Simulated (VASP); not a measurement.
VASP ran on this input.

File POSCAR:
```
PbF2
1
    0.0000000000     2.8908785948     2.8908785948
    2.8908785948     0.0000000000     2.8908785948
    2.8908785948     2.8908785948    -0.0000000000
Pb F
1 2
Direct
  0.0000000000   0.0000000000   0.0000000000
  0.2500000000   0.2500000000   0.2500000000
  0.7500000000   0.7500000000   0.7500000000
```

**INCAR**
```
SYSTEM = PbF2
PREC = Accurate
ENCUT = 620
EDIFF = 1E-6
NELM = 100
ALGO = Normal
LREAL = .FALSE.
LASPH = .TRUE.
ISMEAR = 0
SIGMA = 0.05
GGA = PS
LMAXMIX = 4
LWAVE = .FALSE.
LCHARG = .FALSE.
IBRION = 2
ISIF = 3
NSW = 40
EDIFFG = -0.02
PSTRESS = 50
```

KPOINTS:
```
Automatic
0
G
 7 7 7
```

POTCAR, in this order: Pb_d F (PBE.64 set). Program: vasp_std.

Question: Translate this PBEsol calculation to Quantum ESPRESSO's pw.x.

Answer: One equivalent input (not run):
```
&CONTROL
  calculation = 'vc-relax'
  pseudo_dir = './pseudo'
  outdir = './out'
  tprnfor = .true.
  tstress = .true.
  nstep = 40
  forc_conv_thr = 0.00078
/
&SYSTEM
  ibrav = 0
  nat = 3
  ntyp = 2
  ecutwfc = 84
  occupations = 'smearing'
  smearing = 'gaussian'
  degauss = 0.003675
  input_dft = 'pbesol'
/
&ELECTRONS
  conv_thr = 7.3e-08
  electron_maxstep = 100
/
&IONS
/
&CELL
  press = 50
/
ATOMIC_SPECIES
  Pb 207.200 Pb.upf
  F 18.998 F.upf
CELL_PARAMETERS angstrom
     0.0000000    2.8908786    2.8908786
     2.8908786    0.0000000    2.8908786
     2.8908786    2.8908786   -0.0000000
ATOMIC_POSITIONS crystal
  Pb   0.0000000  0.0000000  0.0000000
  F    0.2500000  0.2500000  0.2500000
  F    0.7500000  0.7500000  0.7500000
K_POINTS automatic
  7 7 7 0 0 0
```
Limits of the translation: the potentials are each code's own (VASP's PAW set, PseudoDojo norm-conserving files in pw.x), so ENCUT and ecutwfc are chosen apart and not converted; conv_thr bounds pw.x's estimated SCF error, while EDIFF bounds the energy change between steps; forc_conv_thr acts on force components and is met together with etot_conv_thr.

The compound is PbF2 in the fluorite structure, the β form. It was relaxed first under an external pressure of 5 GPa.
